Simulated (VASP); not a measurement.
Data:

```xyz
2
Lattice="0.0000 3.5437 3.5437 3.5437 0.0000 3.5437 3.5437 3.5437 0.0000" Properties=species:S:1:pos:R:3 pbc="T T T"
Sn     7.0874     7.0874     7.0874
Te     1.7718     1.7718     1.7718
```

The numbers are results of PBEsol GGA, VASP's PBE PAW potentials (set 64) (plane waves; VASP 6.6.1), not measurements. Settings: 400 eV cut-off, 7×7×7 Γ-centred mesh, tetrahedra with Blöchl corrections, potentials Sn_d Te.

**Question.** Predict the energy per atom (σ→0).

**Answer.** 
The energy per atom (σ→0) is -3.812 eV/atom.

The absolute energy has meaning only against runs of the same code, potentials and settings.

The structure was generated: SnTe was put into the zinc blende type (F-43m), which need not be its known phase. It was relaxed first, which changed the volume by +36 %.
